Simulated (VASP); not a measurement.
AlSi2Cl:

```
Al Si Cl
1.0
     3.80282    0.00000    0.00000
    -1.90141    3.29334    0.00000
     0.00000    0.00000    4.98986
Al Si Cl
1 2 1
Direct
  0.66667 0.33333 0.50000
  0.00000 0.00000 0.74682
  0.00000 0.00000 0.25318
  0.33333 0.66667 0.00000
```

The cell was built by a generator and needn't be a form met in nature.

```yaml
Program: VASP 6.6.1
Task: relaxation of cell and atoms
Functional: PBE
Potentials_or_basis: VASP PAW PBE potentials, release 64 (Al, Si, Cl)
Cutoff: 600 eV
k_mesh: 8 × 8 × 6
Occupations: gaussian, width 0.05 eV
Spin: no spin polarisation
```

At the start: pressure 21.2 GPa; volume 15.62 Å³/atom.

Question: How do energy, volume and symmetry change on relaxing?

Answer: Over 14 steps the energy falls by 281.5 meV/atom and the volume is 20.01 Å³/atom (+28.1 %); space group P-6m2 (No. 187, to 0.05 Å).

Step by step:
```
step  energy change (eV)  largest force (eV/Å)  pressure (GPa)  volume (Å³)
   1              0.0000                0.8816           21.24        62.49
   2             -1.0224                0.4788           -2.34        83.12
   3             -1.0353                0.4899           -0.66        80.30
   4             -1.0354                0.4878           -0.91        80.69
   5             -1.0987                0.1373           -0.30        80.36
   6             -1.1017                0.3314           -0.10        80.27
   7             -1.1145                0.2391           -0.07        80.08
   8             -1.1255                0.0203            0.21        79.69
   9             -1.1255                0.0295            0.22        79.68
  10             -1.1258                0.0092           -0.04        80.11
  11             -1.1258                0.0118           -0.02        80.05
  12             -1.1258                0.0121           -0.01        80.05
  13             -1.1258                0.0053            0.02        80.02
  14             -1.1258                0.0007            0.01        80.03
```

Final structure:
```cif
data_structure
_symmetry_space_group_name_H-M 'P 1'
_symmetry_Int_Tables_number 1
_cell_length_a 4.3030
_cell_length_b 4.3030
_cell_length_c 4.9910
_cell_angle_alpha 90.000
_cell_angle_beta 90.000
_cell_angle_gamma 120.000
_cell_volume 80.03
loop_
_atom_site_label
_atom_site_type_symbol
_atom_site_fract_x
_atom_site_fract_y
_atom_site_fract_z
_atom_site_occupancy
Al1 Al 0.66667 0.33333 0.50000 1
Si1 Si 0.00000 0.00000 0.74066 1
Si2 Si 0.00000 0.00000 0.25934 1
Cl1 Cl 0.33333 0.66667 0.00000 1
```

Caveat: the volume moved by over 15 % at a fixed basis, so the end points are rough.
